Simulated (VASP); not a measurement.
Given:

```yaml
crystal:
  lattice:
    - [-2.53999, 2.53999, 2.53999]
    - [2.53999, -2.53999, 2.53999]
    - [2.53999, 2.53999, -2.53999]
  atoms:
    - { symbol: Ba, position: [0.00000, 0.00000, 0.00000] }
```

These are r2SCAN meta-GGA with spin-orbit coupling, VASP's PBE PAW potentials (set 64) (plane waves; VASP 6.6.1) values and carry that method's errors. Run with 400 eV cut-off, 9×9×9 Γ-centred mesh, Gaussian smearing of 0.050 eV, potentials Ba_sv.

### Question
What does the run give for the energy per atom (σ→0), band gap (over mesh and band path) with the smallest direct gap where there is one?

### Answer

| Quantity | Value |
|---|---|
| band gap (over mesh and band path) | none (metal, semimetal or under 0.01 eV) |
| energy per atom (σ→0) | -26.620 eV/atom |

Total energies compare only between runs with the same potentials, cut-off and functional.

The compound is Ba in the bcc structure. It was relaxed first.
